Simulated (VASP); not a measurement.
Wanted: the native input for a VASP 6.6.1 run.

* Task: single point
* Functional: PBEsol
* Potentials or basis: VASP PAW PBE potentials, release 64 (Fe, Si, C)
* Cutoff: 450 eV
* k mesh: 2 × 3 × 3
* Occupations: gaussian, width 0.03 eV
* Spin: collinear spin, ferromagnetic start
* Starting moments: [1.0, 0.0, 0.0, 0.0, 0.0, 0.0, 0.0, 0.0, 0.0, 0.0, 0.0, 0.0, 0.0, 0.0, 0.0, 0.0, 0.0, 0.0, 0.0, 0.0, 0.0, 0.0, 0.0, 0.0] μB
* Hubbard terms: Fe d U = 4 eV
* Dq: -1
* Further INCAR settings: LREAL = Auto; ALGO = Normal; EDIFF = 1e-05; ISYM = 0; NELECT = 101.0

The structure of FeSi11C12 (a cell with a defect) lies in POSCAR:

```
FeSi11C12                               
1.0
    0.0000000000      6.5370000000      6.5370000000
    4.3580000000      0.0000000000      4.3580000000
    4.3580000000      4.3580000000      0.0000000000
  Fe              Si              C             
     1    11    12
Direct
     0.0014426982736218    0.9999674175892752    0.9996701543957998
     0.0002501479209891    0.0006558600684575    0.4993506969070062
     0.0002740497150699    0.4991155603079518    0.0003934854087505
     0.0004546111192604    0.4993240942277991    0.4989638586073171
     0.3308759468095820    0.0020793962012043    0.0021777927475645
     0.3322824080490621    0.0016360398121468    0.5002346043988238
     0.3323566674867452    0.5001527713195035    0.0014288981992517
     0.3322889740247392    0.5008588571771860    0.5007691124405781
     0.6691918106744846    0.0004835151855716    0.9991698012097605
     0.6667501266784950    0.0022030050034965    0.4973455438815899
     0.6667257552931043    0.4988462358049062    0.0003032393509514
     0.6673761322287579    0.5002479504679544    0.4987638458389540
     0.0846063698479886    0.1286249265644555    0.1294230186430199
     0.0852925760525035    0.1277664406374054    0.6148557970433272
     0.0854721434505047    0.6149238173565778    0.1274983762192713
     0.0829091962669853    0.6252316738002629    0.6249949168388073
     0.4198567580295248    0.1234831983970744    0.1233971066500102
     0.4155965398179217    0.1257105184145418    0.6271267405299294
     0.4155830341517829    0.6271761025516286    0.1254707758680478
     0.4171961944337902    0.6251401037723358    0.6249011014358057
     0.7421088830809043    0.1302173165564293    0.1285232331829928
     0.7499728705826509    0.1255691894249829    0.6243210376163504
     0.7499449837039902    0.6254710851801376    0.1240629551183708
     0.7493061223075540    0.6265209241787161    0.6246179074677017
```

One way to write it, as run:

INCAR

```
PREC = Accurate ; ENCUT = 450
EDIFF = 1E-5 ; ISMEAR = 0
SIGMA = 0.03 ; LREAL = Auto
LASPH = True ; NELM = 120
ALGO = Normal ; ISIF = 2
LWAVE = False ; LCHARG = False
ISPIN = 2 ; MAGMOM = 1 0 0 0 0 0 0 0 0 0 0 0 0 0 0 0 0 0 0 0 0 0 0 0
LORBIT = 11 ; LMAXMIX = 4
LDAU = True ; LDAUTYPE = 2
LDAUL = 2 -1 -1 ; LDAUU = 4 0 0
LDAUJ = 0 0 0 ; LDAUPRINT = 1
GGA = PS ; NELECT = 101.0
ISYM = 0
```

KPOINTS

```
regular mesh
0
Gamma
  2 3 3
```

Potentials or basis: VASP PAW PBE potentials, release 64 (Fe, Si, C).

Run with:

```console
$ cat potpaw_PBE.64/Fe/POTCAR potpaw_PBE.64/Si/POTCAR potpaw_PBE.64/C/POTCAR > POTCAR
$ mpirun -np 1 vasp_std > vasp.out
```

It gave:

```yaml
Largest_force: 0.902 eV/Å
Band_gap_on_the_k_mesh: none (metal or under the smearing width)
Net_moment: 4.88 μB per cell
Site_moments: Fe +3.69; Si +0.02, +0.01, +0.00; C +0.09, +0.08, +0.00, +0.04, +0.01, +0.06 μB
Valence_electrons_inside_the_program's_atomic_spheres: Fe 7.44; Si 1.70, 1.69; C 2.55, 2.54
```

Caveat: the k mesh is coarse (spacing up to 0.42 Å⁻¹), so the values aren't converged; the cell is charged against a uniform background, so pressure and absolute levels hang on convention; the PAW data sets were made with another functional, which shifts forces and pressure a little; the U is typed as a test and isn't derived for this compound.

Wall time 16 min on 1 thread of Intel(R) Xeon(R) Platinum 8259CL CPU @ 2.50GHz (Skylake/Cascade Lake) (shared host), peak memory 0.58 GiB.
